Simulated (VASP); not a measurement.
Output of a VASP run:

File OSZICAR:
```
       N       E                     dE             d eps       ncg     rms          rms(c)
DAV:   1     0.102379604614E+04    0.10238E+04   -0.46636E+04  2752   0.138E+03
DAV:   2     0.929973390904E+02   -0.93080E+03   -0.89015E+03  2752   0.369E+02
DAV:   3    -0.558714862907E+02   -0.14887E+03   -0.14604E+03  3032   0.141E+02
DAV:   4    -0.637315353346E+02   -0.78600E+01   -0.78084E+01  3176   0.338E+01
DAV:   5    -0.639023187756E+02   -0.17078E+00   -0.17042E+00  3112   0.500E+00    0.210E+01
DAV:   6    -0.605498457904E+02    0.33525E+01   -0.77527E+00  3756   0.456E+01    0.156E+01
DAV:   7    -0.609816613977E+02   -0.43182E+00   -0.12518E+01  3064   0.960E+00    0.510E+00
DAV:   8    -0.607095165022E+02    0.27214E+00   -0.82533E-01  3384   0.619E+00    0.201E+00
DAV:   9    -0.606643440958E+02    0.45172E-01   -0.39923E-01  3496   0.358E+00    0.518E-01
DAV:  10    -0.606635321148E+02    0.81198E-03   -0.16742E-02  3362   0.152E+00    0.477E-01
DAV:  11    -0.606637796566E+02   -0.24754E-03   -0.26976E-03  3216   0.231E-01    0.437E-01
DAV:  12    -0.606660098139E+02   -0.22302E-02   -0.50930E-03  4650   0.508E-01    0.274E-01
DAV:  13    -0.606641478928E+02    0.18619E-02   -0.39978E-03  3570   0.609E-01    0.163E-01
DAV:  14    -0.606641280692E+02    0.19824E-04   -0.75434E-04  3080   0.948E-02    0.101E-01
DAV:  15    -0.606641285079E+02   -0.43878E-06   -0.36026E-05  3242   0.454E-02    0.834E-02
DAV:  16    -0.606641295683E+02   -0.10604E-05   -0.44068E-06  2360   0.116E-02    0.803E-02
DAV:  17    -0.606640728594E+02    0.56709E-04   -0.86137E-05  3730   0.129E-01    0.354E-02
DAV:  18    -0.606640665279E+02    0.63314E-05   -0.57447E-05  3392   0.277E-02    0.123E-02
DAV:  19    -0.606640659180E+02    0.60995E-06   -0.43640E-06  2280   0.166E-02
   1 F= -.60664066E+02 E0= -.60664066E+02  d E =-.143096E-23
```

OUTCAR:
```
------------------------ aborting loop because EDIFF is reached ----------------------------------------
  FORCE on cell =-STRESS in cart. coord.  units (eV):
  Direction    XX          YY          ZZ          XY          YZ          ZX
  --------------------------------------------------------------------------------------
  Total        0.8003455      0.8003449      0.8835908      0.0000001      0.0000000      0.0000000
  in kB        4.1988983      4.1988952      4.6356330      0.0000006      0.0000000      0.0000000
  external PRESSURE =       4.3444755 kB  Pullay stress =       0.0000000 kB
  volume of cell :      305.39
      direct lattice vectors                 reciprocal lattice vectors
     3.778685000  0.000000000  0.000000000     0.264642329  0.152791336  0.000000000
    -1.889342000  3.272436000  0.000000000     0.000000000  0.305582752  0.000000000
     0.000000000  0.000000000 24.696811000     0.000000000  0.000000000  0.040491058
  FREE ENERGIE OF THE ION-ELECTRON SYSTEM (eV)
  ---------------------------------------------------
  free  energy   TOTEN  =       -60.6640659180 eV

  energy  without entropy=      -60.6640659180  energy(sigma->0) =      -60.66406592
```
(Selected blocks of OUTCAR.)

POSCAR:
```
ZnS
1
    3.7786850000     0.0000000000     0.0000000000
   -1.8893420000     3.2724360000     0.0000000000
    0.0000000000     0.0000000000    24.6968110000
Zn S
8 8
Direct
  0.3333330000   0.6666670000   0.7499100000
  0.6666670000   0.3333330000   0.2499100000
  0.3333330000   0.6666670000   0.1247900000
  0.6666670000   0.3333330000   0.6247900000
  0.0000000000   0.0000000000   0.0000400000
  0.0000000000   0.0000000000   0.5000400000
  0.6666670000   0.3333330000   0.8753200000
  0.3333330000   0.6666670000   0.3753200000
  0.0000000000   0.0000000000   0.5937100000
  0.0000000000   0.0000000000   0.0937100000
  0.6666670000   0.3333330000   0.9689900000
  0.3333330000   0.6666670000   0.4689900000
  0.3333330000   0.6666670000   0.2185000000
  0.6666670000   0.3333330000   0.7185000000
  0.6666670000   0.3333330000   0.3439300000
  0.3333330000   0.6666670000   0.8439300000
```

Question: Write an INCAR and KPOINTS that could have produced this output.

Answer: One answer among several that fit: the input of the run itself, PBEsol GGA, plane waves, VASP's PBE PAW potentials (set 64).

**KPOINTS**
```
Automatic mesh
0
Gamma
7 7 1
0.5 0.5 0.5
```

### INCAR
```
# general
SYSTEM   =  ZnS
PREC     =  Accurate
ENCUT    =  300
LREAL    =  Auto
LASPH    =  .TRUE.

# electronic loop
EDIFF    =  1E-6
NELM     =  100
ALGO     =  Normal
LMAXMIX  =  4

# smearing
ISMEAR   =  0
SIGMA    =  0.01

# functional
GGA      =  PS

# ions
ISIF     =  2

# output
LWAVE    =  .FALSE.
LCHARG   =  .FALSE.
```

POTCAR, in this order: Zn S (PBE.64 set). Program: vasp_std.

At this cut-off the stress carries a Pulay error, which pulls relaxed volumes low.

The structure comes from a computed database's ZnS entry; how it stands against other phases isn't given here. The cell was not relaxed at this level.
